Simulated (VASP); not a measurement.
Computed with PBE GGA, VASP's PBE PAW potentials (set 64) (plane waves; VASP 6.6.1).

Input for VASP

KPOINTS:
```
Automatic mesh
0
Gamma
6 6 6
0 0 0
```

### POSCAR
```
HfN
1
    0.0000000000     2.2600000000     2.2600000000
    2.2600000000     0.0000000000     2.2600000000
    2.2600000000     2.2600000000     0.0000000000
Hf N
1 1
Direct
  0.0000000000   0.0000000000   0.0000000000
  0.5000000000   0.5000000000   0.5000000000
```

**INCAR**
```
SYSTEM = HfN
PREC = Accurate
ENCUT = 400
EDIFF = 1E-6
NELM = 100
ALGO = Normal
LREAL = .FALSE.
LASPH = .TRUE.
ISMEAR = 0
SIGMA = 0.272
GGA = PE
LMAXMIX = 6
LWAVE = .FALSE.
LCHARG = .FALSE.
ISIF = 2
```

POTCAR, in this order: Hf_pv N (PBE.64 set). Program: vasp_std.

Output

### OUTCAR
```
 ion  position               nearest neighbor table
   1  0.000  0.000  0.000-   2 2.26   2 2.26   2 2.26   2 2.26   2 2.26   2 2.26
   2  0.500  0.500  0.500-   1 2.26   1 2.26   1 2.26   1 2.26   1 2.26   1 2.26
  LATTYP: Found a face centered cubic cell.
 ALAT       =     4.5200000000
 Subroutine PRICEL returns:
 Original cell was already a primitive cell.
 Subroutine GETGRP returns: Found 48 space group operations
The static configuration has the point symmetry O_h .
The dynamic configuration has the point symmetry O_h .
 Subroutine INISYM returns: Found 48 space group operations
 Subroutine IBZKPT returns following result:
 Found     16 irreducible k-points:

 Following reciprocal coordinates:
            Coordinates               Weight
  0.000000  0.000000  0.000000      1.000000
  0.166667  0.000000  0.000000      8.000000
  0.333333  0.000000  0.000000      8.000000
  0.500000  0.000000  0.000000      4.000000
  0.166667  0.166667  0.000000      6.000000
  0.333333  0.166667  0.000000     24.000000
  0.500000  0.166667  0.000000     24.000000
 -0.333333  0.166667  0.000000     24.000000
 -0.166667  0.166667  0.000000     12.000000
...
```

### OSZICAR
```
       N       E                     dE             d eps       ncg     rms          rms(c)
DAV:   1     0.337550312974E+02    0.33755E+02   -0.72583E+03   360   0.104E+03
DAV:   2    -0.228330535395E+02   -0.56588E+02   -0.52810E+02   473   0.221E+02
DAV:   3    -0.247741846022E+02   -0.19411E+01   -0.19246E+01   463   0.367E+01
DAV:   4    -0.247886121860E+02   -0.14428E-01   -0.14380E-01   399   0.334E+00
DAV:   5    -0.247888426917E+02   -0.23051E-03   -0.23046E-03   465   0.311E-01    0.490E+01
DAV:   6    -0.218916643532E+02    0.28972E+01   -0.15226E+01   394   0.272E+01    0.417E+01
DAV:   7    -0.218226753630E+02    0.68989E-01   -0.58299E-01   394   0.712E+00    0.264E+01
DAV:   8    -0.218086501745E+02    0.14025E-01   -0.12446E-01   385   0.319E+00    0.525E+00
DAV:   9    -0.218000722641E+02    0.85779E-02   -0.51780E-02   391   0.151E+00    0.140E+00
DAV:  10    -0.217996601460E+02    0.41212E-03   -0.25510E-03   399   0.445E-01    0.146E-01
DAV:  11    -0.217996745864E+02   -0.14440E-04   -0.10452E-04   407   0.103E-01    0.716E-02
DAV:  12    -0.217996703040E+02    0.42824E-05   -0.15334E-05   411   0.338E-02    0.181E-02
DAV:  13    -0.217996702166E+02    0.87339E-07   -0.57746E-07   203   0.837E-03
   1 F= -.21799670E+02 E0= -.21794577E+02  d E =-.101873E-01
```

OUTCAR:
```
------------------------ aborting loop because EDIFF is reached ----------------------------------------
  FORCE on cell =-STRESS in cart. coord.  units (eV):
  Direction    XX          YY          ZZ          XY          YZ          ZX
  --------------------------------------------------------------------------------------
  Total       -0.0962984     -0.0962984     -0.0962984      0.0000000      0.0000000      0.0000000
  in kB       -6.6830425     -6.6830425     -6.6830425      0.0000000      0.0000000      0.0000000
  external PRESSURE =      -6.6830425 kB  Pullay stress =       0.0000000 kB
  volume of cell :       23.09
      direct lattice vectors                 reciprocal lattice vectors
     0.000000000  2.260000000  2.260000000    -0.221238938  0.221238938  0.221238938
     2.260000000  0.000000000  2.260000000     0.221238938 -0.221238938  0.221238938
     2.260000000  2.260000000  0.000000000     0.221238938  0.221238938 -0.221238938
 POSITION                                       TOTAL-FORCE (eV/Angst)
 -----------------------------------------------------------------------------------
      0.00000      0.00000      0.00000        -0.000000     -0.000000     -0.000000
      2.26000      2.26000      2.26000         0.000000      0.000000      0.000000
 -----------------------------------------------------------------------------------
    total drift:                                0.000000     -0.000000     -0.000000
  FREE ENERGIE OF THE ION-ELECTRON SYSTEM (eV)
  ---------------------------------------------------
  free  energy   TOTEN  =       -21.7996702166 eV

  energy  without entropy=      -21.7894829504  energy(sigma->0) =      -21.79457658
```
(Selected blocks of OUTCAR.)

### OUTCAR
```
 val. band max:        8.4830674169   @ k =   0.1667   0.0000   0.0000

 cond. band min:       8.8488594888   @ k =   0.1667   0.0000   0.0000


 Fermi energy:         8.5376175887

 k-point     1 :       0.0000    0.0000    0.0000
  band No.  band energies     occupation
      1     -22.7910      2.00000
      2     -22.7910      2.00000
      3     -22.7910      2.00000
      4      -9.1267      2.00000
      5       5.3671      2.00000
      6       5.3671      2.00000
      7       5.3671      2.00000
      8       8.0263      1.99215
      9       8.0263      1.99215
     10       8.0263      1.99215
     11      10.1579      0.00000

 k-point     2 :       0.1667    0.0000    0.0000
  band No.  band energies     occupation
      1     -23.0474      2.00000
      2     -22.8128      2.00000
      3     -22.8128      2.00000
      4      -8.5259      2.00000
      5       3.3395      2.00000
      6       4.1639      2.00000
      7       4.1639      2.00000
      8       8.4831      1.22330
      9       8.8489      0.10561
     10       8.8489      0.10561
     11      11.8199      0.00000

 k-point     3 :       0.3333    0.0000    0.0000
  band No.  band energies     occupation
      1     -23.5211      2.00000
      2     -22.8558      2.00000
      3     -22.8558      2.00000
      4      -7.2087      2.00000
      5       0.7049      2.00000
      6       2.7326      2.00000
      7       2.7326      2.00000
      8       9.7061      0.00000
      9      10.7324      0.00000
     10      10.7324      0.00000
     11      13.7593      0.00000

 k-point     4 :       0.5000    0.0000    0.0000
  band No.  band energies     occupation
      1     -23.7416      2.00000
      2     -22.8771      2.00000
      3     -22.8771      2.00000
      4      -6.4132      2.00000
      5      -0.5012      2.00000
      6       2.2044      2.00000
      7       2.2044      2.00000
      8      11.6576      0.00000
      9      12.0721      0.00000
...
```

At this cut-off the stress carries a Pulay error, which pulls relaxed volumes low.  Unless said otherwise, spin-orbit coupling is left out, though it shifts the bands of the heavy elements here.

The structure is a typed HfN crystal (Fm-3m). The cell was not relaxed at this level. The k-mesh is coarse (spacing up to 0.40 per Å, 2π included), so the numbers may not be converged in it. The run is one of a series of settings (KPOINTS 6×6×6 Γ-centred mesh against the base run), some of them coarse on purpose. The electron count is odd and the run is not spin-polarised, which forces a metal.
